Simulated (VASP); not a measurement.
OSZICAR of a VASP run on AuAl2 (fluorite):

OSZICAR:
```
       N       E                     dE             d eps       ncg     rms          rms(c)
DAV:   1     0.675880128868E+02    0.67588E+02   -0.70235E+03  1128   0.116E+03
DAV:   2    -0.371251881501E+01   -0.71301E+02   -0.65658E+02  1280   0.197E+02
DAV:   3    -0.594050537847E+01   -0.22280E+01   -0.21907E+01  1408   0.341E+01
DAV:   4    -0.596409526540E+01   -0.23590E-01   -0.23477E-01  1336   0.416E+00
DAV:   5    -0.596457446317E+01   -0.47920E-03   -0.47860E-03  1420   0.629E-01    0.816E+00
DAV:   6    -0.496721727509E+01    0.99736E+00   -0.61010E+00  1248   0.276E+01    0.376E+00
DAV:   7    -0.490469810007E+01    0.62519E-01   -0.31654E-01  1192   0.663E+00    0.171E+00
DAV:   8    -0.489267850740E+01    0.12020E-01   -0.51143E-02  1268   0.191E+00    0.372E-01
DAV:   9    -0.489272344708E+01   -0.44940E-04   -0.57488E-03  1268   0.902E-01    0.185E-01
DAV:  10    -0.489314731623E+01   -0.42387E-03   -0.11620E-03  1220   0.317E-01    0.312E-02
DAV:  11    -0.489315032412E+01   -0.30079E-05   -0.23525E-05  1504   0.419E-02    0.184E-02
DAV:  12    -0.489315399220E+01   -0.36681E-05   -0.99196E-06  1256   0.320E-02    0.373E-03
DAV:  13    -0.489315439747E+01   -0.40527E-06   -0.91232E-07  1332   0.905E-03    0.723E-04
DAV:  14    -0.489315460664E+01   -0.20917E-06   -0.73151E-08   796   0.307E-03    0.437E-04
DAV:  15    -0.489315464501E+01   -0.38372E-07   -0.63507E-09   704   0.966E-04
   1 F= -.48931546E+01 E0= -.48931546E+01  d E =0.000000E+00
```

Which electronic solver shows in the log?

It is blocked Davidson (ALGO = Normal, or the opening steps of other solvers). The INCAR had ALGO = Normal.

Can the final energy be trusted as converged?

The run converged. It stopped with EDIFF = 1E-7, NELM = 100 (vdW-DF2, plane waves, VASP's PBE PAW potentials (set 64)).

The compound is AuAl2 in the fluorite structure. It was relaxed first, which changed the volume by +11 %. The electron count is odd and the run is not spin-polarised, which forces a metal.
